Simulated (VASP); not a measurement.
Consider the following.

```
Li2Se
1.0
    0.00000     2.91812     2.93955
    3.02178     0.00000     2.93955
    3.02178     2.91812     0.00000
Li Se
2 1
Direct
  0.25000   0.25000   0.25000
  0.75000   0.75000   0.75000
  0.98388   0.01612   0.01612
```

Method: PBE GGA, VASP's PBE PAW potentials (set 64) (plane waves; VASP). Run with 520 eV cut-off, 10×10×10 Γ-centred mesh, Gaussian smearing of 0.050 eV, potentials Li_sv Se.

Problem. Estimate the energy per atom (σ→0), pressure, largest force.

Solution. 
```yaml
energy per atom (σ→0): -3.699 eV/atom
pressure: 1.75 GPa
largest_force: 0.00728 Ha/bohr
```

Only differences to runs with the same potentials and settings are physical.

The compound is Li2Se in the antifluorite structure. The cell was not relaxed at this level, atoms are displaced from their ideal sites. The run is one of a series of settings (KPOINTS 10×10×10 Γ-centred mesh against the base run), some of them coarse on purpose.
